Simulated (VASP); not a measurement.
# Mg6FeC (Amm2) in VASP: reference runs, part 2 of 2

VASP 6.6.1. The steps go on from the part before.

## 3. Single point, PBE, collinear spin, ferromagnetic start (atoms moved at random, drawn with an rms of 0.05 Å)

INCAR reads:

```
SYSTEM = Mg6FeC
  ALGO = Normal
  EDIFF = 1E-7
  ENCUT = 520
  GGA = PE
  ISIF = 2
  ISMEAR = -1
  ISPIN = 2
  LASPH = .TRUE.
  LCHARG = .TRUE.
  LELF = .TRUE.
  LMAXMIX = 4
  LORBIT = 11
  LREAL = .FALSE.
  LVHAR = .TRUE.
  LWAVE = .FALSE.
  MAGMOM = 3 0 0 0 0 0 0 0
  NBANDS = 26
  NELM = 120
  PREC = Accurate
  SIGMA = 0.05
```

KPOINTS reads:

```
k-points
0
G
  8 4 4
  0 0 0
```

POSCAR reads:

```
Mg6FeC
1.0
    3.1699710000      0.0000000000      0.0000000000
    0.0000000000      4.6902810000      5.0434350000
    0.0000000000     -4.6902810000      5.0434350000
Fe Mg C
1 6 1
Direct
    0.4814910000      0.3216540000      0.3263920000
   -0.0002100000      0.5856750000      0.5898110000
   -0.0132280000      0.1418010000      0.6057860000
    0.0241440000      0.6047790000      0.1432610000
    0.5079800000      0.8485530000      0.8432530000
    0.5085100000      0.2832770000      0.9494470000
    0.4921980000      0.9420250000      0.2845950000
   -0.0039500000      0.2581600000      0.2434890000
```

Potentials or basis: VASP PAW PBE potentials, release 64 (Fe, Mg, C).

Run with:

```
cat potpaw_PBE.64/Fe/POTCAR potpaw_PBE.64/Mg/POTCAR potpaw_PBE.64/C/POTCAR > POTCAR
mpirun -np 1 vasp_std > vasp.out
```

OUTCAR:

```text
SYSTEM = Mg6FeC
   EDIFF = 1E-7
   ENCUT = 520
   GGA = PE
   ISIF = 2
   ISMEAR = -1
   ISPIN = 2
   LASPH = .TRUE.
   LORBIT = 11
   LREAL = .FALSE.
   NELM = 120
   PREC = Accurate

 ion  position               nearest neighbor table
   1  0.481  0.322  0.326-   8 1.71   8 1.79   6 2.63   7 2.65   4 2.67   3 2.71   3 2.73   4 2.83
                             2 3.07   2 3.13
   2  1.000  0.586  0.590-   5 3.04   3 3.05   5 3.06   1 3.07   4 3.07   1 3.13   7 3.48   6 3.49
                             7 3.50   6 3.51
   3  0.987  0.142  0.606-   8 2.57   1 2.71   1 2.73   5 2.93   5 3.00   6 3.03   2 3.05   6 3.10
                             7 3.11   7 3.13
   4  0.024  0.605  0.143-   8 2.44   1 2.67   1 2.83   7 2.98   5 2.99   5 3.04   2 3.07   6 3.08
                             7 3.08   6 3.13
   5  0.508  0.849  0.843-   3 2.93   4 2.99   3 3.00   2 3.04   4 3.04   2 3.06   6 3.13   7 3.15

   6  0.509  0.283  0.949-   8 2.54   8 2.59   1 2.63   3 3.03   4 3.08   3 3.10   4 3.13   5 3.13
                             7 3.17   2 3.49   2 3.51
   7  0.492  0.942  0.285-   1 2.65   8 2.68   8 2.70   4 2.98   4 3.08   3 3.11   3 3.13   5 3.15
                             6 3.17   2 3.48   2 3.50
   8  0.996  0.258  0.243-   1 1.71   1 1.79   4 2.44   6 2.54   3 2.57   6 2.59   7 2.68   7 2.70

  LATTYP: Found a base centered orthorhombic cell.
 ALAT       =     9.3805620000
 B/A-ratio  =     1.0752948491
 C/A-ratio  =     0.3379297530

  Lattice vectors:

 A1 = (   0.0000000000,   4.6902810000,  -5.0434350000)
 A2 = (   0.0000000000,   4.6902810000,   5.0434350000)
 A3 = (   3.1699710000,   0.0000000000,   0.0000000000)

Analysis of symmetry for initial positions (statically):
=====================================================================
 Subroutine PRICEL returns:
 Original cell was already a primitive cell.

 Routine SETGRP: Setting up the symmetry group for a
 base centered orthorhombic supercell.

 Subroutine GETGRP returns: Found  1 space group operations
 (whereof  1 operations were pure point group operations)
 out of a pool of  8 trial point group operations.

The static configuration has the point symmetry C_1 .

Analysis of symmetry for dynamics (positions and initial velocities):
=====================================================================
 Subroutine PRICEL returns:
 Original cell was already a primitive cell.

 Routine SETGRP: Setting up the symmetry group for a
 base centered orthorhombic supercell.

 Subroutine GETGRP returns: Found  1 space group operations
 (whereof  1 operations were pure point group operations)
 out of a pool of  8 trial point group operations.

The dynamic configuration has the point symmetry C_1 .

Analysis of structural, dynamic, and magnetic symmetry:
=====================================================================
 Subroutine PRICEL returns:
 Original cell was already a primitive cell.

 Routine SETGRP: Setting up the symmetry group for a
 base centered orthorhombic supercell.

 Subroutine GETGRP returns: Found  1 space group operations
 (whereof  1 operations were pure point group operations)
 out of a pool of  8 trial point group operations.

The overall configuration has the point symmetry C_1 .

 Subroutine INISYM returns: Found  1 space group operations
[... 122 lines left out ...]
   EMIN   =  10.00;   EMAX   =-10.00  energy-range for DOS
   EFERMI =   0.00;   METHOD = LEGACY
   ISMEAR =    -1;   SIGMA  =   0.05  broadening in eV -4-tet -1-fermi 0-gaus
   EFERMI_NEDOS =   21; number of points for ismear=-14 and -15
   IALGO  =     38    algorithm
   IMIX   =      4    mixing-type and parameters
     AMIX     =   0.40;   BMIX     =  1.00
     AMIX_MAG =   1.60;   BMIX_MAG =  1.00
  volume/ion in A,a.u.               =      18.75       126.51
  Fermi-wavevector in a.u.,A,eV,Ry     =   0.888809  1.679605 10.748347  0.789981
  Thomas-Fermi vector in A             =   2.010287
   LORBIT       =     11    0 simple, 1 ext, 2 COOP (PROOUT), +10 PAW based schemes
   GGA     = PE    functional components
   LHFCALC =     F    Hartree Fock is set to
   AEXX    =    0.0000 exact exchange contribution
   IVDW    =     0    specifies the selected vdW correction
   LEPSILON=     F    determine dielectric tensor
   LRPA    =     F    only Hartree local field effects (RPA)
 spin polarized calculation
  energy-cutoff  :      520.00
  volume of cell :      149.97
 maximum number of plane-waves:      4061
   NGX = 11   NGY = 25   NGZ = 25

 number of electron      24.0000002 magnetization      -0.0012116

 number of electron      24.0000002 magnetization       0.0001756

 Free energy of the ion-electron system (eV)
  ---------------------------------------------------
  ext. energy  EPLUGINS =         0.00000000
  ---------------------------------------------------
  free energy    TOTEN  =       -25.04625923 eV

  energy without entropy =      -25.01989753  energy(sigma->0) =      -25.03307838

 E-fermi :   3.2127     XC(G=0):  -9.1061

 val. band max:        3.1965890004   @ k =   0.2500   0.5000   0.0000
 cond. band min:       3.2315452609   @ k =  -0.3750   0.0000  -0.2500
 fundamental gap:      0.0349562604
 Fermi energy:         3.2127096084

 spin component 1

 k-point     1 :       0.0000    0.0000    0.0000
  band No.  band energies     occupation
      1      -8.6135      1.00000
      2      -3.1403      1.00000
      3      -2.1934      1.00000
      4      -2.0217      1.00000
      5      -0.8644      1.00000
      6      -0.8222      1.00000
[... 637 lines left out ...]
     23       9.4326      0.00000
     24      10.0006      0.00000

 [... further k-points ...]

 spin component 2

 k-point     1 :       0.0000    0.0000    0.0000
  band No.  band energies     occupation
      1      -8.6135      1.00000
      2      -3.1403      1.00000
      3      -2.1933      1.00000
      4      -2.0217      1.00000
      5      -0.8643      1.00000
      6      -0.8222      1.00000
[... 637 lines left out ...]
     23       9.4326      0.00000
     24      10.0006      0.00000

 [... further k-points ...]

 [bands above 24 left out]

------------------------ aborting loop because EDIFF is reached ----------------------------------------

  FORCE on cell =-STRESS in cart. coord.  units (eV):
  Direction    XX          YY          ZZ          XY          YZ          ZX
  --------------------------------------------------------------------------------------
  -------------------------------------------------------------------------------------
  Total        1.8109350      0.1474771      1.0468897      0.0097220      0.2084258      0.7380604
  in kB       19.3465206      1.5755221     11.1840974      0.1038621      2.2266479      7.8848224
  external PRESSURE =      10.7020467 kB  Pullay stress =       0.0000000 kB

 VOLUME and BASIS-vectors are now :
 -----------------------------------------------------------------------------
  energy-cutoff  :      520.00
  volume of cell :      149.97
      direct lattice vectors                 reciprocal lattice vectors
     3.169971000  0.000000000  0.000000000     0.315460299  0.000000000  0.000000000
     0.000000000  4.690281000  5.043435000     0.000000000  0.106603421  0.099138781
     0.000000000 -4.690281000  5.043435000     0.000000000 -0.106603421  0.099138781

 POSITION                                       TOTAL-FORCE (eV/Angst)
 -----------------------------------------------------------------------------------
      1.52631     -0.02222      3.26838         1.153268     -0.058026      1.364496
      3.16931     -0.01940      5.92849         0.021160      0.021618     -0.197283
      3.12804     -2.17622      3.77041         0.095237      0.283173     -0.155674
      0.07654      2.16465      3.77269        -0.233242     -0.198879     -0.097129
      1.61028      0.02486      8.53251        -0.027345     -0.131015     -0.030447
      1.61196     -3.12452      6.21716        -0.026474      0.051970      0.103098
      1.56025      3.08353      6.18638         0.048742     -0.078651      0.212027
      3.15745      0.06881      2.53003        -1.031346      0.109810     -1.199089
 -----------------------------------------------------------------------------------
    total drift:                               -0.000455     -0.000423     -0.000185

  FREE ENERGIE OF THE ION-ELECTRON SYSTEM (eV)
  ---------------------------------------------------
  free  energy   TOTEN  =       -25.0462592319 eV

  energy  without entropy=      -25.0198975343  energy(sigma->0) =      -25.03307838

 total charge

# of ion       s       p       d       tot
------------------------------------------
    1        0.525   0.633   6.649   7.807
    2        0.198   0.123   0.011   0.332
    3        0.201   0.151   0.020   0.372
    4        0.199   0.152   0.021   0.372
    5        0.218   0.138   0.012   0.368
    6        0.195   0.134   0.019   0.348
    7        0.202   0.128   0.017   0.347
    8        0.917   1.441   0.000   2.358
--------------------------------------------------
tot          2.654   2.901   6.749  12.304

 magnetization (x)

# of ion       s       p       d       tot
------------------------------------------
    1        0.000   0.000   0.000   0.000
    2       -0.000  -0.000  -0.000  -0.000
    3       -0.000  -0.000  -0.000  -0.000
    4       -0.000  -0.000  -0.000  -0.000
    5       -0.000  -0.000  -0.000  -0.000
    6       -0.000   0.000  -0.000  -0.000
    7       -0.000   0.000  -0.000  -0.000
    8       -0.000  -0.000   0.000  -0.000
--------------------------------------------------
tot         -0.000  -0.000   0.000   0.000
```

It took 11 min on 1 thread of Intel Xeon Platinum 8488C (Sapphire Rapids), shared host; peak memory 0.57 GiB.

What came out:

```yaml
Free_energy: -25.0463 eV
Pressure: 1.1 GPa
Largest_force: 1.788 eV/Å
Band_gap_on_the_k_mesh: none (metal or under the smearing width)
Net_moment: 0.00 μB per cell
Valence_electrons_inside_the_program's_atomic_spheres: Fe 7.81; Mg 0.33, 0.37, 0.35; C 2.36
```

Forces in eV/Å, atoms in the order of the input:
```
Fe   1.153 -0.058  1.364
Mg   0.021  0.022 -0.197
Mg   0.095  0.283 -0.156
Mg  -0.233 -0.199 -0.097
Mg  -0.027 -0.131 -0.030
Mg  -0.026  0.052  0.103
Mg   0.049 -0.079  0.212
C   -1.031  0.110 -1.199
```

Levels at points of the mesh, in eV from the Fermi level:
Spin up:
```
           k point  band 8  band 9  band 10  band 11  band 12  band 13  band 14  band 15  band 16  band 17
(0.00, 0.00, 0.00)   -2.35   -2.00    -1.76    -1.09    -0.78    -0.40     0.80     2.77     2.84     3.02
(0.50, 0.00, 0.00)   -1.34   -1.03    -0.94    -0.69    -0.44    -0.20     0.78     0.80     1.19     1.64
(0.00, 0.50, 0.00)   -2.76   -1.65    -1.45    -1.09    -0.63     0.62     1.42     1.78     2.42     2.84
(0.00, 0.00, 0.50)   -2.80   -1.48    -1.38    -1.10    -0.68     0.62     1.47     1.77     2.27     2.85
(0.50, 0.50, 0.00)   -1.63   -1.33    -1.20    -0.52    -0.07     0.49     0.57     0.63     1.08     1.15
(0.50, 0.00, 0.50)   -1.49   -1.32    -1.26    -0.44    -0.28     0.49     0.54     0.63     1.09     1.10
(0.00, 0.50, 0.50)   -2.56   -1.10    -1.05    -0.75     0.44     0.70     0.87     1.05     1.92     2.00
(0.50, 0.50, 0.50)   -1.77   -1.58    -1.14    -1.11    -0.85    -0.75    -0.10     1.51     2.41     2.78
```
Spin down:
| k point | band 10 | band 11 | band 12 | band 13 | band 14 | band 15 |
| --- | --- | --- | --- | --- | --- | --- |
| (0.00, 0.00, 0.00) | -1.76 | -1.09 | -0.78 | -0.40 | 0.80 | 2.77 |
| (0.50, 0.00, 0.00) | -0.94 | -0.69 | -0.44 | -0.20 | 0.78 | 0.80 |
| (0.00, 0.50, 0.00) | -1.45 | -1.09 | -0.63 | 0.62 | 1.42 | 1.78 |
| (0.00, 0.00, 0.50) | -1.38 | -1.10 | -0.68 | 0.62 | 1.47 | 1.77 |
| (0.50, 0.50, 0.00) | -1.20 | -0.52 | -0.07 | 0.49 | 0.57 | 0.63 |
| (0.50, 0.00, 0.50) | -1.26 | -0.44 | -0.28 | 0.49 | 0.54 | 0.63 |
| (0.00, 0.50, 0.50) | -1.05 | -0.75 | 0.44 | 0.70 | 0.87 | 1.05 |
| (0.50, 0.50, 0.50) | -1.14 | -1.11 | -0.85 | -0.75 | -0.10 | 1.51 |

Caveat: the starting moments collapsed, and a magnetic state may lie lower.
